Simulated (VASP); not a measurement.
Set up this calculation in VASP 6.6.1, as the native input.

```
Task                   : single point
Functional             : r2SCAN
Potentials or basis    : VASP PAW PBE potentials, release 64 (Ca_sv, Br)
Cutoff                 : 520 eV
k mesh                 : 7 × 7 × 5
Occupations            : methfessel-paxton, width 0.1 eV
Spin                   : no spin polarisation
Dipole correction      : no
Further INCAR settings : ALGO = Normal; EDIFF = 1e-06; NBANDS = 16
```

The system is CaBr.

```
Ca Br
1.0
     3.91702    0.00000    0.00000
    -1.95851    3.39224    0.00000
     0.00000    0.00000    4.34103
Ca Br
1 1
Direct
  0.00000 0.00000 0.00000
  0.33333 0.66667 0.50000
```

The cell comes from a database or a generator and needn't be the stable form of this composition.

One way to write it, as run:

POSCAR

```
CaBr
1.0
    3.9170223800      0.0000000000      0.0000000000
   -1.9585111900      3.3922408900      0.0000000000
    0.0000000000      0.0000000000      4.3410340000
Ca Br
1 1
Direct
    0.0000000000      0.0000000000      0.0000000000
    0.3333333300      0.6666666700      0.5000000000
```

INCAR.step1

```
SYSTEM = CaBr
ALGO = Normal
EDIFF = 1E-4
ENCUT = 520
GGA = PE
ISMEAR = 1
LASPH = .True.
LCHARG = .False.
LREAL = .False.
LWAVE = .True.
NBANDS = 16
NELM = 100
PREC = Accurate
SIGMA = 0.1
```

INCAR.step2

```
SYSTEM = CaBr
ALGO = Normal
EDIFF = 1E-6
ENCUT = 520
ISIF = 2
ISMEAR = 1
ISTART = 1
LASPH = .True.
LCHARG = .False.
LMIXTAU = .True.
LREAL = .False.
LWAVE = .False.
METAGGA = R2SCAN
NBANDS = 16
NELM = 100
PREC = Accurate
SIGMA = 0.1
```

KPOINTS

```
k-points
0
Gamma
  7 7 5
  0 0 0
```

Potentials or basis: VASP PAW PBE potentials, release 64 (Ca_sv, Br).

The run is started by

```sh
$ cat potpaw_PBE.64/Ca_sv/POTCAR potpaw_PBE.64/Br/POTCAR > POTCAR
$ cp INCAR.step1 INCAR
$ mpirun -np 1 vasp_std > vasp.out
$ cp INCAR.step2 INCAR
$ mpirun -np 1 vasp_std > vasp.out
```

It gave:

```yaml
Pressure: -0.3 GPa
Band_gap_on_the_k_mesh: none (metal or under the smearing width)
```

Caveat: the PAW data sets were made with another functional, which shifts forces and pressure a little; an odd number of electrons without spin polarisation forces a metal; a magnetic or distorted state may lie lower.

It took 110 s on 1 thread of Intel(R) Xeon(R) Platinum 8488C (Sapphire Rapids), with other jobs on the host, peak memory 0.18 GiB.
